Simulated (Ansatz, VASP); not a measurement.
**Cross-check of BiCl between VASP and Ansatz**

One calculation is typed for both programs; each brings its own data sets. How far apart do they land? The cell is generated by rule, not measured, and may not be a known phase. Of the first pair: The two relaxations start from unlike cells of this crystal (the structure described is Ansatz's start), so only their ends are compared.

Main program and level: Ansatz 0.2.0; plane waves, with VASP 6.6.1 beside it; relaxation of cell and atoms at PBE with D3(BJ).

## (1) The starting structure

The structure is orthorhombic, space group Cmcm (No. 63). Conventional cell: a = 4.434 Å, b = 12.519 Å, c = 4.544 Å, α = 90.00°, β = 90.00°, γ = 90.00°. Nearest to Bi lie 5 Cl at 2.89 to 3.24 Å. Cl has 5 Bi at 2.89 to 3.24 Å nearest. Farther neighbours and most contacts between anions are not listed.

## (2) VASP: relaxation of cell and atoms, PBE with D3(BJ), pair 1

The relaxed volume is the usual yardstick between codes: in a stiff, nearly cubic crystal its relative difference is about their pressure difference at one cell divided by the bulk modulus.

Lines of VASP's logs that name or quote its potential files are left out, and so is its time.

The input, INCAR:

```
SYSTEM = BiCl
PREC = Accurate
ENCUT = 500
EDIFF = 1E-07
NELM = 120
ISMEAR = 0
SIGMA = 0.1
LREAL = .FALSE.
ALGO = Normal
GGA = PE
IVDW = 12
NBANDS = 28
LORBIT = 11
LWAVE = .FALSE.
LCHARG = .FALSE.
ISIF = 3
IBRION = 2
NSW = 80
EDIFFG = -0.005
LASPH = .TRUE.
GGA_COMPAT = .FALSE.
NELMIN = 4
KPAR = 2
```

The input, POSCAR:

```
BiCl
1.0
    2.4914153080     -6.4519979348      0.0000000000
    2.4914153080      6.4519979348      0.0000000000
    0.0000000000      0.0000000000      3.5107394372
Bi Cl
2 2
Direct
    0.4001974010      0.5998025990      0.7500001100
    0.5998025990      0.4001974010      0.2500001100
    0.8679849301      0.1320150699      0.2500001100
    0.1320150699      0.8679849301      0.7500001100
```

The input, KPOINTS:

```
Automatic mesh
0
Gamma
6 6 4
0 0 0
```

Potentials, in the order of the species: Bi_d and Cl (PBE family, release 64).

Command:

```
$ mpirun -np 2 vasp_std
```

Numbers of over 12 decimals in the logs are rounded to 6 here.

The log of the run:

```text
[banner, memory and clock lines left out]
running    2 mpi-ranks, on    1 nodes
 distrk:  each k-point on    1 cores,    2 groups
 distr:  one band on    1 cores,    1 groups

 POSCAR found type information on POSCAR BiCl
 POSCAR found :  2 types and       4 ions
 LDA part: xc-table for (Slater+PW92), standard interpolation
 POSCAR, INCAR and KPOINTS ok, starting setup
 FFT: planning ... GRIDC
 FFT: planning ... GRID_SOFT
 FFT: planning ... GRID
 WAVECAR not read
 entering main loop
       N       E                     dE             d eps       ncg     rms          rms(c)
DAV:   1     0.473408368165E+03    0.47341E+03   -0.21829E+04  2184   0.169E+03
DAV:   2     0.427494964319E+02   -0.43066E+03   -0.41971E+03  2332   0.445E+02
DAV:   3    -0.110818364410E+02   -0.53831E+02   -0.52558E+02  2696   0.169E+02
DAV:   4    -0.135127353106E+02   -0.24309E+01   -0.24118E+01  2468   0.387E+01
DAV:   5    -0.136121384191E+02   -0.99403E-01   -0.99378E-01  3148   0.775E+00    0.734E+00
DAV:   6    -0.130369167136E+02    0.57522E+00   -0.11908E+00  2756   0.609E+00    0.397E+00
DAV:   7    -0.130171953308E+02    0.19721E-01   -0.29499E-01  2848   0.280E+00    0.147E+00
DAV:   8    -0.130167070301E+02    0.48830E-03   -0.40625E-02  2588   0.140E+00    0.263E-01
DAV:   9    -0.130164486235E+02    0.25841E-03   -0.75300E-03  2700   0.536E-01    0.907E-02
DAV:  10    -0.130165249197E+02   -0.76296E-04   -0.77510E-04  2572   0.198E-01    0.500E-02
DAV:  11    -0.130166309756E+02   -0.10606E-03   -0.20287E-04  2596   0.106E-01    0.155E-02
DAV:  12    -0.130166270155E+02    0.39600E-05   -0.20617E-05  2804   0.380E-02    0.389E-03
DAV:  13    -0.130166278214E+02   -0.80583E-06   -0.39029E-06  2628   0.110E-02    0.300E-03
DAV:  14    -0.130166277917E+02    0.29682E-07   -0.32115E-07  2204   0.452E-03
   1 F= -.14350093E+02 E0= -.14343768E+02  d E =-.143501E+02
[...]
2 F= -.14350105E+02 E0= -.14343777E+02  d E =-.120851E-04
[...]
3 F= -.14350105E+02 E0= -.14343777E+02  d E =-.121631E-04
[...]
4 F= -.14350112E+02 E0= -.14343780E+02  d E =-.633625E-05
 trial-energy change:   -0.000006  1 .order   -0.000007   -0.000008   -0.000005
 step:   3.4266(harm=  3.4266)  dis= 0.00118  next Energy=   -14.350118 (dE=-0.129E-04)
 bond charge predicted
       N       E                     dE             d eps       ncg     rms          rms(c)
DAV:   1    -0.130152951958E+02    0.16376E-03   -0.13730E-02  2712   0.671E-01    0.474E-02
DAV:   2    -0.130152650674E+02    0.30128E-04   -0.48214E-04  2972   0.188E-01    0.271E-02
DAV:   3    -0.130152355527E+02    0.29515E-04   -0.65738E-05  3000   0.729E-02    0.748E-03
DAV:   4    -0.130152364734E+02   -0.92074E-06   -0.12246E-05  2560   0.238E-02    0.493E-03
DAV:   5    -0.130152368606E+02   -0.38715E-06   -0.87375E-07  2828   0.671E-03    0.121E-03
DAV:   6    -0.130152368417E+02    0.18922E-07   -0.86855E-08  1228   0.196E-03
   5 F= -.14350118E+02 E0= -.14343778E+02  d E =-.123790E-04
 curvature:  -2.26 expect dE=-0.604E-05 dE for cont linesearch -0.539E-10
 trial: gam= 0.40302 g(F)=  0.394E-06 g(S)=  0.228E-05 ort =-0.154E-07 (trialstep = 0.150E+01)
 search vector abs. value=  0.428E-05
 reached required accuracy - stopping structural energy minimisation
```

Parts of OUTCAR (step 2):

```text
ion  position               nearest neighbor table
   1  0.400  0.600  0.750-   3 3.08   3 3.08   3 3.08   3 3.08   2 3.12   2 3.12
   2  0.600  0.400  0.250-   4 3.08   4 3.08   4 3.08   4 3.08   1 3.12   1 3.12
   3  0.868  0.132  0.250-   1 3.08   1 3.08   1 3.08   1 3.08
   4  0.132  0.868  0.750-   2 3.08   2 3.08   2 3.08   2 3.08

  LATTYP: Found a base centered orthorhombic cell.
 ALAT       =     4.9828306160
 B/A-ratio  =     2.5896918567
 C/A-ratio  =     0.7045672847

 Subroutine GETGRP returns: Found  8 space group operations
 (whereof  4 operations were pure point group operations)

The static configuration has the point symmetry C_2h.
 The point group associated with its full space group is D_2h.

 Found     39 irreducible k-points:

   k-points           NKPTS =     39   k-points in BZ     NKDIM =     39   number of bands    NBANDS=     28

   dimension x,y,z NGX =    50 NGY =   50 NGZ =   28
   dimension x,y,z NGXF=   100 NGYF=  100 NGZF=   56

   ENCUT  =  500.0 eV  36.75 Ry    6.06 a.u.  12.61 12.61  6.40*2*pi/ulx,y,z

   NELECT =      44.0000    total number of electrons

 k-points in reciprocal lattice and weights: Automatic mesh
   0.00000000  0.00000000  0.00000000       0.007
   0.16666667 -0.00000000  0.00000000       0.028
   0.33333333  0.00000000  0.00000000       0.028
   0.50000000 -0.00000000  0.00000000       0.014
   0.16666667  0.16666667  0.00000000       0.014
   0.33333333  0.16666667  0.00000000       0.028
   0.50000000  0.16666667  0.00000000       0.028
  -0.33333333  0.16666667  0.00000000       0.028
  -0.16666667  0.16666667  0.00000000       0.014
[...]
-0.33333333  0.33333333  0.50000000       0.014
   0.50000000  0.50000000  0.50000000       0.007

 Edisp (eV)   -1.33465

 average (electrostatic) potential at core
       1-105.9056       2-105.9056       3 -90.5310       4 -90.5310

 E-fermi :   5.6923

 k-point     1 :       0.0000    0.0000    0.0000
  band No.  band energies     occupation
    ...
     17       0.3918      2.00000
     18       2.3937      2.00000
     19       2.6115      2.00000
     20       2.7483      2.00000
     21       4.5080      2.00000
     22       6.9696      0.00000
     23       7.9396      0.00000
     24       8.4522      0.00000
     25       8.8862      0.00000
     26      10.3529      0.00000
    ...

 k-point     2 :       0.1667   -0.0000    0.0000
  band No.  band energies     occupation
    ...
     17       0.9540      2.00000
     18       2.4646      2.00000
     19       2.5142      2.00000
     20       2.7765      2.00000
     21       4.1402      2.00000
     22       6.7181      0.00000
     23       7.7346      0.00000
     24       8.1847      0.00000
     25       8.3527      0.00000
     26      10.0775      0.00000
    ...

 k-point     3 :       0.3333    0.0000    0.0000
  band No.  band energies     occupation
    ...
     17       1.9652      2.00000
     18       2.1627      2.00000
     19       2.6224      2.00000
     20       2.8302      2.00000
     21       3.7183      2.00000
     22       5.7941      0.14975
     23       6.9150      0.00000
     24       7.3326      0.00000
     25       8.2015      0.00000
     26       9.6131      0.00000
    ...

 Edisp (eV)   -1.33488

  Total      -0.01103    -0.00633     0.00519     0.00000     0.00000     0.00000
  in kB      -0.15670    -0.08998     0.07372     0.00000     0.00000     0.00000
  external pressure =       -0.06 kB  Pullay stress =        0.00 kB

  energy-cutoff  :      500.00
  volume of cell :      112.76
      direct lattice vectors                 reciprocal lattice vectors
     2.492739912 -6.446509981 -0.000000000     0.200582499 -0.077561347  0.000000000
     2.492739912  6.446509981  0.000000000     0.200582499  0.077561347 -0.000000000
     0.000000000  0.000000000  3.508426406     0.000000000 -0.000000000  0.285028068

 POSITION                                       TOTAL-FORCE (eV/Angst)
 -----------------------------------------------------------------------------------
      2.49274      1.28797      2.63132         0.000000      0.001130      0.000000
      2.49274     -1.28797      0.87711         0.000000     -0.001130      0.000000
      2.49274     -4.74508      0.87711         0.000000     -0.001676      0.000000
      2.49274      4.74508      2.63132         0.000000      0.001676      0.000000
 -----------------------------------------------------------------------------------
    total drift:                               -0.000000     -0.000000     -0.000720

  FREE ENERGIE OF THE ION-ELECTRON SYSTEM (eV)
  ---------------------------------------------------
  free  energy   TOTEN  =       -14.3501176971 eV

  energy  without entropy=      -14.3374384826  energy(sigma->0) =      -14.34377809

 reached required accuracy - stopping structural energy minimisation

 total charge
# of ion       s       p       d       tot
------------------------------------------
    1        1.587   1.146   9.927  12.661
    2        1.587   1.146   9.927  12.661
    3        1.616   3.469   0.000   5.085
    4        1.616   3.469   0.000   5.085
--------------------------------------------------
tot          6.406   9.230  19.854  35.490

[... 3 further parts left out ...]
```

CONTCAR:

```
BiCl
   1.00000000000000
     2.4927399122394145   -6.4465099805345973   -0.0000000000000000
     2.4927399122394145    6.4465099805345973    0.0000000000000000
     0.0000000000000000    0.0000000000000000    3.5084264057543351
  Bi              Cl
     2     2
Direct
     0.4001035138102887    0.5998964861897113    0.7500001100000020
     0.5998964861897113    0.4001035138102887    0.2500001100000020
     0.8680347819626593    0.1319652180373407    0.2500001100000020
     0.1319652180373407    0.8680347819626593    0.7500001100000020
```

The run keeps the 8 symmetry operations of its start, so it cannot find a distortion of lower symmetry.

## (3) Ansatz: relaxation of cell and atoms, PBE with D3(BJ), pair 1

Ansatz runs on its default PAW (the set named soft_2) files.

Its own start cell and the same functional, mesh and smearing now go to Ansatz, which takes its cutoff from its data sets.

The input, input.yaml:

```yaml
crystal:
  lattice:
    - [2.21721, -6.25945, 0.0]
    - [2.21721, 6.25945, 0.0]
    - [0.0, 0.0, 4.54391]
  atoms:
    - { symbol: Bi, position: [0.39030126, 0.60969874, 0.75] }
    - { symbol: Bi, position: [0.60969874, 0.39030126, 0.25] }
    - { symbol: Cl, position: [0.8404269, 0.1595731, 0.25] }
    - { symbol: Cl, position: [0.1595731, 0.8404269, 0.75] }
kpoints:
  mp_grid: { grid: [6, 6, 4] }
hamiltonian:
  xc: pbe
  dispersion: d3bj
scf:
  occupations: { method: gaussian, width: 0.1 }
output:
  forces: true
  stress: true
  eigenvalues: true
relax:
  adjacent_minimum: "off"
  f_tol: 0.05
  max_steps: 80
  cell: { stress_tol: 0.5 }
```

Command:

```
$ ansatz run input.yaml --threads 4 --pin off --max-ram 14336MiB --backend cpu --events-out ev --progress --plain --runs-dir out
```

The log of the run:

```text
The last accepted step is kept in <dir> (removed where the run ends without a failure and the disk answers)
Engine: ansatz 0.2.0, x86_64-unknown-linux-gnu
Pseudopotentials: kind: paw
Pseudopotential: Bi, paw, valence charge 15, recommended cutoff 420 eV (normal), Bi.paw.azcp
Pseudopotential: Cl, paw, valence charge 7, recommended cutoff 420 eV (normal), Cl.paw.azcp
Functional definition: PBE
  parameter kappa = 0.804
  parameter beta = 0.066725
  exchange = pbe_x(kappa = kappa, mu = beta*pi^2/3)
  correlation = pbe_c(beta = beta)
Crystal: 4 atoms, lattice volume = 126.125 Å³
Basis set: ecut = 420 eV, 2473 PW (Γ), exchange–correlation on 90×90×64 points (8 copies of the dense FFT grid, shifted against one another)
Bands: 27, of which v1, the nominal top of the filled ones, is band 22 counted from 1 (21 counted from 0)
Symmetry: 8 space group operations
Space group: Cmcm (ITA 63), of the structure as read, at distance tolerance 5.0e-5 Å
k-points: 39 of 144
Non-local potential: Bi, projectors of the file, l = 0: 2, l = 1: 2, l = 2: 2, l = 3: 2
Non-local potential: Cl, projectors of the file, l = 0: 2, l = 1: 2, l = 2: 2
PAW form: soft (Blöchl's): semilocal exchange-correlation on the pseudo side does not see the compensation charge
PAW one-centre angular grid: Bi, 590 points (default); XC on 64 Gauss nodes
PAW one-centre angular grid: Cl, 110 points (default); XC on 64 Gauss nodes
Initial density: superposition of atomic densities (neutral atoms: chi_scale 0, normalization atom), corrected by the library's trained network
Initial wavefunctions: pseudopotential atomic-orbital guess
Functional: x = pbe(κ = 0.804, μ = 0.219515), c = pbe(β = 0.066725)
SCF iter   1: F=—  HF=-26953.643473 eV  |F-HF|=—  |Δ(HF+E_count)|=         —  Δρ=4.06e-3  dr2=3.77e-2  ethr=1.77e-3  ⟨swp⟩=7.0  Hψ=4925  notcnv=0
preconditioner: auto → Kerker (q_TF=auto, 2.289 Å⁻¹)  [metal: Δε(μ)=0.030 eV  Ē_g=8.850 eV  σ=0.100 eV  W_gap=0.17  n_scr=26 (ndim 8)  ℏωp=16.2 eV  f_vac=0.006  D(μ)=2.97/eV (n_scr^D=22)]
SCF iter   2: F=—  HF=-26953.634184 eV  |F-HF|=—  |Δ(HF+E_count)|=   9.29e-3  Δρ=2.20e-3  dr2=1.32e-2  ethr=8.56e-5  ⟨swp⟩=1.5  Hψ=1396  notcnv=0
SCF iter   3: F=—  HF=-26953.631624 eV  |F-HF|=—  |Δ(HF+E_count)|=   2.56e-3  Δρ=5.93e-4  dr2=1.24e-3  ethr=3.00e-5  ⟨swp⟩=2.7  Hψ=1496  notcnv=0
SCF iter   4: F=—  HF=-26953.631576 eV  |F-HF|=—  |Δ(HF+E_count)|=   4.83e-5  Δρ=2.46e-4  dr2=2.18e-4  ethr=2.81e-6  ⟨swp⟩=2.4  Hψ=1913  notcnv=0
SCF iter   5: F=—  HF=-26953.631597 eV  |F-HF|=—  |Δ(HF+E_count)|=   2.13e-5  Δρ=1.00e-4  dr2=4.11e-5  ethr=4.96e-7  ⟨swp⟩=2.8  Hψ=1608  notcnv=0
SCF iter   6: F=—  HF=-26953.631569 eV  |F-HF|=—  |Δ(HF+E_count)|=   2.78e-5  Δρ=3.56e-5  dr2=4.55e-6  ethr=9.35e-8  ⟨swp⟩=2.0  Hψ=1366  notcnv=0
SCF iter   7: F=—  HF=-26953.631572 eV  |F-HF|=—  |Δ(HF+E_count)|=   2.69e-6  Δρ=1.14e-5  dr2=4.17e-7  ethr=1.03e-8  ⟨swp⟩=2.0  Hψ=1418  notcnv=0
SCF iter   8: F=-26953.631572 eV  HF=-26953.631572 eV  |F-HF|=1.28e-8  |Δ(HF+E_count)|=   3.19e-7  Δρ=4.05e-6  dr2=4.34e-8  ethr=2.27e-10  ⟨swp⟩=8.8  Hψ=5243  notcnv=0
SCF 1 converged in 8 iterations: F = -26953.631572 eV  dr2 = 4.34e-8
  greatest PAW one-centre occupation: 0.989 electrons in one spin orbital (limit 2), on the Bi atom at site 1 (counted from 0), in its partial waves of l = 2
relax step   1: F+E_penalty+E_count = -26953.63157213 eV  Δ(F+E_penalty+E_count) = +0.000e0 eV  max|allowed force component| = 1.331e0 eV/Å  Δτ_max = 0.0000 Å  P = -3.125 GPa  Ω = 126.125 Å³  (8 SCF iters, dr2 threshold 1.00e-7 eV, accepted)
[...]
relax step  10: F+E_penalty+E_count = -26954.99945808 eV  Δ(F+E_penalty+E_count) = -2.945e-2 eV  max|allowed force component| = 3.440e-1 eV/Å  Δτ_max = 0.0415 Å  P = -1.071 GPa  Ω = 115.784 Å³  energy of the carried Pulay correction = +1.201e-3 eV  (6 SCF iters, dr2 threshold 4.00e-7 eV, accepted)
[...]
relax step  11: F+E_penalty+E_count = -26955.02042914 eV  Δ(F+E_penalty+E_count) = -2.097e-2 eV  max|allowed force component| = 4.653e-2 eV/Å  Δτ_max = 0.0105 Å  P = +0.080 GPa  Ω = 112.983 Å³  energy of the carried Pulay correction = +1.545e-3 eV  (6 SCF iters, dr2 threshold 4.00e-7 eV, accepted)
[...]
relax step  12: F+E_penalty+E_count = -26955.02145465 eV  Δ(F+E_penalty+E_count) = -1.026e-3 eV  max|allowed force component| = 4.623e-2 eV/Å  Δτ_max = 0.0000 Å  P = +0.103 GPa  Ω = 112.983 Å³  stress off target by 1.96e-1 GPa  SCF on the basis re-selected at this cell (its energy is not comparable with the rows above)  (5 SCF iters)
basis re-selected at this cell: Δ(F+E_penalty+E_count) = -1.026e-3 eV, ΔP = +0.024 GPa vs the last step (what re-selecting the basis moved, of the pressure what is left beyond the Pulay correction that the steps carried, after the strain that the cell walked since its last selection, with what the two solves' SCF thresholds leave and, on support functions, any second-order correction that the steps lacked; it is no measure of the basis error at this ecutwfc). The dense FFT grid was sized anew with the basis: this SCF ran on 48×48×24 points, the steps before it on 45×45×32, so part of this shift can come from that change (see relax.cell in the input reference). [rest of the remark cut]
SCF converged after 5 iterations
Free energy (F): -26955.021455 eV
Harris-Foulkes:  -26955.021455 eV  (|F-HF|=2.11e-10)
Internal energy: -26955.008969 eV  (E = F + TS)
E sigma→0 (E₀):  -26955.015212 eV
Entropy (-TS):   -0.012485 eV (-3.121 meV/atom)
Fermi energy:    8.322604 eV
--- Per-component energies (eV) ---
  E_band       = -265.407536
  E_kinetic    = 925.182313
  E_local      = -3697.395783  (includes V_loc(G=0)·N_el)
  E_nonlocal   = 1178.405096
  E_hartree    = 1212.895536
  E_xc         = -517.178880
  E_vxc        = -532.695356  (∫ρ·V_xc dr)
  E_paw        = -22643.678382  (= ΣΔE_a)
  E_vpaw       = -564.696789  (= ΣTr[D̂ρ^β])
  E_aug_tail   = -0.000685  (compensation charges beyond the density's cutoff)
  E_ewald      = -3411.906030
  E_disp       = -1.332156  (pairwise vdW)
  E_smearing   = -0.012485  (= −TS)
  E_closure    = -0.000000  (closes the sum)
  Σ components = -26955.021455   (vs F -26955.021455, Δ=0.00e0)
--- Forces (eV/Å), atoms counted from 1 ---
  atom   1  Bi     0.00000000     0.04622962     0.00000000
  atom   2  Bi     0.00000000    -0.04622962     0.00000000
  atom   3  Cl     0.00000000    -0.01254394     0.00000000
  atom   4  Cl     0.00000000     0.01254394     0.00000000
  max |Σ_I F_I| component: 8.67e-18 eV/Å
--- Stress (GPa, compression-positive) ---
        0.195628       0.000000       0.000000
        0.000000       0.146465       0.000000
        0.000000       0.000000      -0.031755
  P = ⅓ Tr σ = 0.1034 GPa (1.034 kbar)
--- Band table (eV; the first three rows and the last of 39) ---
  k-point 0: bands = [... 18 lower, 5.2335, 5.3474, 7.1356, 9.5693, 10.5086, 11.0774, 11.5245, 12.9530, ... 1 higher]
  k-point 1: bands = [... 18 lower, 4.4783, 5.1782, 6.8844, 7.6240, 8.8330, 9.1882, 9.7941, 11.4569, ... 1 higher]
  k-point 2: bands = [... 18 lower, 4.2804, 4.2804, 5.7700, 5.7700, 7.9620, 7.9620, 9.5169, 9.5169, ... 1 higher]
  k-point 38: bands = [... 18 lower, 4.7723, 4.7723, 5.4069, 5.4069, 8.0931, 8.0931, 9.4650, 9.4650, ... 1 higher]
--- Relaxed structure (11 steps of the walk, 10 accepted, 1 SCFs on fresh bases) ---
  F+E_penalty+E_count = -26955.02145465 eV   max|allowed force component| = 4.623e-2 eV/Å   (the final SCF, on the basis selected at the relaxed cell)
  cell:  # Å, volume = 112.9828 Å³
    - [2.484903, -6.461213, 0]
    - [2.484903, 6.461213, 0]
    - [0, 0, 3.518511]
  atoms:
    - { symbol: Bi, position: [0.400752, 0.599248, 0.750000] }
    - { symbol: Bi, position: [0.599248, 0.400752, 0.250000] }
    - { symbol: Cl, position: [0.867500, 0.132500, 0.250000] }
    - { symbol: Cl, position: [0.132500, 0.867500, 0.750000] }
```

## (4) Comparison

Known differences besides the potentials themselves: the cutoff is 420 eV in Ansatz and 500 eV in VASP; Ansatz adds a Pulay correction to the stress that steers its cell, VASP none. Total energies have different zeros and are not compared.

The two programs side by side:

| quantity | Ansatz | VASP | difference |
| --- | --- | --- | --- |
| volume (Å³) | 112.98 | 112.76 | +0.20 % |
| edge a after relaxation, in the typed setting (Å) | 6.923 | 6.912 | +0.16 % |
| edge c after relaxation, in the typed setting (Å) | 3.518 | 3.508 | +0.29 % |

(Part 1 of 2 ends here.)

[Lines on the potential files, build, host, timing and source positions are cut from VASP's logs without a mark.]

[Logs are printed without paths, hosts, clocks, repeated set-up lines and the standing remarks that a program may print on its own settings, such as how far it seeks lower states.]

[Hosts, paths, dates, database ids (printed as entryN), source tags and the programs' standing remarks are cut or masked in the printed files.]
